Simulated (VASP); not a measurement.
Output of a VASP run:

File OSZICAR:
```
       N       E                     dE             d eps       ncg     rms          rms(c)
DAV:   1     0.932680180032E+02    0.93268E+02   -0.69039E+03   440   0.119E+03
DAV:   2     0.154925654315E+01   -0.91719E+02   -0.85370E+02   492   0.273E+02
DAV:   3    -0.695808458742E+01   -0.85073E+01   -0.84403E+01   533   0.841E+01
DAV:   4    -0.715564793311E+01   -0.19756E+00   -0.19729E+00   514   0.136E+01
DAV:   5    -0.715974019847E+01   -0.40923E-02   -0.40920E-02   589   0.198E+00    0.191E+00
DAV:   6    -0.700545182589E+01    0.15429E+00   -0.30447E-01   500   0.446E+00    0.139E+00
DAV:   7    -0.699475962437E+01    0.10692E-01   -0.68850E-02   576   0.205E+00    0.920E-01
DAV:   8    -0.699817911373E+01   -0.34195E-02   -0.71948E-03   479   0.969E-01    0.230E-01
DAV:   9    -0.699811829452E+01    0.60819E-04   -0.17822E-04   536   0.129E-01    0.134E-01
DAV:  10    -0.699818929131E+01   -0.70997E-04   -0.23721E-04   467   0.116E-01    0.442E-02
DAV:  11    -0.699818125031E+01    0.80410E-05   -0.17739E-05   524   0.348E-02    0.139E-02
DAV:  12    -0.699818057009E+01    0.68022E-06   -0.31951E-06   470   0.125E-02
   1 F= -.69981806E+01 E0= -.69981806E+01  d E =-.699818E+01
```

OUTCAR:
```
------------------------ aborting loop because EDIFF is reached ----------------------------------------
  FORCE on cell =-STRESS in cart. coord.  units (eV):
  Direction    XX          YY          ZZ          XY          YZ          ZX
  --------------------------------------------------------------------------------------
  Total       -0.0028918     -0.0028918     -0.0028918      0.0000000      0.0000000      0.0000000
  in kB       -0.1054917     -0.1054917     -0.1054917      0.0000000      0.0000000      0.0000000
  external PRESSURE =      -0.1054917 kB  Pullay stress =       0.0000000 kB
  volume of cell :       43.92
      direct lattice vectors                 reciprocal lattice vectors
     0.000000000  2.800341188  2.800341188    -0.178549672  0.178549672  0.178549672
     2.800341188  0.000000000  2.800341188     0.178549672 -0.178549672  0.178549672
     2.800341188  2.800341188  0.000000000     0.178549672  0.178549672 -0.178549672
  FREE ENERGIE OF THE ION-ELECTRON SYSTEM (eV)
  ---------------------------------------------------
  free  energy   TOTEN  =        -6.9981805701 eV

  energy  without entropy=       -6.9981805701  energy(sigma->0) =       -6.99818057

 reached required accuracy - stopping structural energy minimisation
```
(Selected blocks of OUTCAR.)

File POSCAR:
```
NaCl
1
   -0.0000000000     2.8003411876     2.8003411876
    2.8003411876    -0.0000000000     2.8003411876
    2.8003411876     2.8003411876     0.0000000000
Na Cl
1 1
Direct
  1.0000000000   0.0000000000   1.0000000000
  0.5000000000   0.5000000000   0.5000000000
```

Reconstruct the remaining input files.

This is not unique; one that fits is the input of the run itself, PBEsol GGA, plane waves, VASP's PBE PAW potentials (set 64).

**KPOINTS**
```
Automatic mesh
0
Gamma
7 7 7
0 0 0
```

INCAR:
```
SYSTEM = NaCl
PREC = Accurate; ENCUT = 480; LREAL = F
LASPH = T
EDIFF = 1E-6; NELM = 100; ALGO = Normal
ISMEAR = 0; SIGMA = 0.05
GGA = PS
IBRION = 2; NSW = 60; ISIF = 3
EDIFFG = -0.01
LWAVE = F; LCHARG = F
```

POTCAR, in this order: Na_pv Cl (PBE.64 set). Program: vasp_std.

The compound is NaCl in the rock salt structure. It was relaxed first. The start is the result of an earlier pass.
